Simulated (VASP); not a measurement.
```xyz
3
Lattice="0.0000 2.7535 2.7535 2.7535 0.0000 2.7535 2.7535 2.7535 0.0000" Properties=species:S:1:pos:R:3 pbc="T T T"
Ce     0.0000     0.0000     0.0000
O      1.3767     1.3767     1.3767
O      4.1302     4.1302     4.1302
```

These are AM05 GGA, VASP's PBE PAW potentials (set 64) (plane waves; VASP) values and carry that method's errors. Run with 520 eV cut-off, 7×7×7 Γ-centred mesh, Gaussian smearing of 0.050 eV, potentials Ce O.

Q: What does the run give for the energy per atom (σ→0), pressure?

A: 
The energy per atom (σ→0) comes out as -8.921 eV/atom and the pressure comes out as -9.60 GPa.

Only differences to runs with the same potentials and settings are physical.

The compound is CeO2 in the fluorite structure. This cell is one point of a volume scan, at 1.06 of the reference volume. The run is not spin-polarised, so no magnetic state was tried.
